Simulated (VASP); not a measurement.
Given:

```
CELL_PARAMETERS angstrom
      3.81311     0.00000     0.00000
      0.00000     3.81311     0.00000
      0.00000     0.00000     3.81311
ATOMIC_POSITIONS crystal
  K  0.00000 0.00000 0.00000
  Zn 0.50000 0.50000 0.50000
  F  0.50000 0.00000 0.50000
  F  0.00000 0.50000 0.50000
  F  0.50000 0.50000 0.00000
```

These are PBE GGA, VASP's PBE PAW potentials (set 64) (plane waves; VASP) values and carry that method's errors. Settings: 620 eV cut-off, 6×6×6 Γ-centred mesh, Gaussian smearing of 0.050 eV, potentials K_sv Zn F.

Energy and stress use the plane-wave basis of the starting cell.

Task: The ions, cell shape and volume at an external pressure of 45.0 GPa are relaxed. Give the cell that the relaxation ends in.

Result: 
```
CELL_PARAMETERS angstrom
      3.72869     0.00000     0.00000
      0.00000     3.72869     0.00000
      0.00000     0.00000     3.72869
ATOMIC_POSITIONS crystal
  K  0.00000 0.00000 0.00000
  Zn 0.50000 0.50000 0.50000
  F  0.50000 0.00000 0.50000
  F  0.00000 0.50000 0.50000
  F  0.50000 0.50000 0.00000
```
Space group Pm-3m (221), at a tolerance of 0.03 Å.

Task: How do energy and volume change from the first to the last step?

Result: The energy (σ→0) changes by +165.8 meV/atom and the volume by -6.5 %, in 3 ionic steps.

```csv
step,E(σ→0) (eV),max force (eV/Å),pressure (GPa),volume (Å³)
1,-19.1815,0.000,30.08,55.44
2,-16.8424,0.000,70.09,47.56
3,-18.3527,0.000,44.74,51.84
```

The compound is KZnF3 in the cubic perovskite structure. This run relaxes it under an external pressure of 45 GPa. Symmetry was kept, so distortions that lower it aren't found.
